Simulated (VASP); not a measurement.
Input:

```xyz
3
Lattice="0.0000 3.0954 3.0954 3.0954 0.0000 3.0954 3.0954 3.0954 0.0000" Properties=species:S:1:pos:R:3 pbc="T T T"
Ba     0.0000     0.0000     0.0000
F      1.5477     1.5477     1.5477
F      4.6432     4.6432     4.6432
```

All values below come from PBE GGA with D3 dispersion (zero damping), VASP's PBE PAW potentials (set 64) (plane waves; VASP). Settings: 520 eV cut-off, 6×6×6 Γ-centred mesh, Gaussian smearing of 0.050 eV, potentials Ba_sv F.

Q: Give the stress tensor in GPa (positive for a compressed cell).

A: 
```
1.71  0.00  0.00
0.00  1.71  0.00
0.00  0.00  1.71
```
The pressure is its mean diagonal, 1.71 GPa.

The compound is BaF2 in the fluorite structure. This cell is one point of a volume scan, at 0.97 of the reference volume.
